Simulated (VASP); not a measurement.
Given:

```
CELL_PARAMETERS angstrom
      0.00000     2.26000     2.26000
      2.26000     0.00000     2.26000
      2.26000     2.26000     0.00000
ATOMIC_POSITIONS crystal
  Ga 0.00000 0.00000 0.00000
  N  0.25000 0.25000 0.25000
```

All values below come from PBE GGA, VASP's PBE PAW potentials (set 64) (plane waves; VASP 6.6.1). Settings: 520 eV cut-off, 9×9×9 Γ-centred mesh, Gaussian smearing of 0.050 eV, potentials Ga_d N.

Give the stress tensor in GPa (positive for a compressed cell).

```
3.43  0.00  0.00
0.00  3.43  0.00
0.00  0.00  3.43
```
The pressure is its mean diagonal, 3.43 GPa.

The compound is GaN in the zinc blende structure, a metastable form; wurtzite is the usual one. The cell was not relaxed at this level.
